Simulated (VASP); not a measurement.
Consider the following.

```
CoTi
1.0
    2.91609     0.00000     0.00000
    0.00000     2.91609     0.00000
    0.00000     0.00000     2.91609
Ti Co
1 1
Direct
  0.00000   0.00000   0.00000
  0.50000   0.50000   0.50000
```

Calculation: TPSS meta-GGA, VASP's PBE PAW potentials (set 64) (plane waves; VASP). Run with 520 eV cut-off, 12×12×12 Γ-centred mesh, first-order Methfessel-Paxton smearing of 0.10 eV, potentials Ti_sv Co.

Give the stress tensor in GPa (positive for a compressed cell).

```
6.19  0.00  0.00
0.00  6.19  0.00
0.00  0.00  6.19
```
The pressure is its mean diagonal, 6.19 GPa.

The compound is TiCo in the CsCl type structure. This cell is one point of a volume scan, at 0.97 of the reference volume. The run is not spin-polarised, so no magnetic state was tried. The electron count is odd and the run is not spin-polarised, which forces a metal.
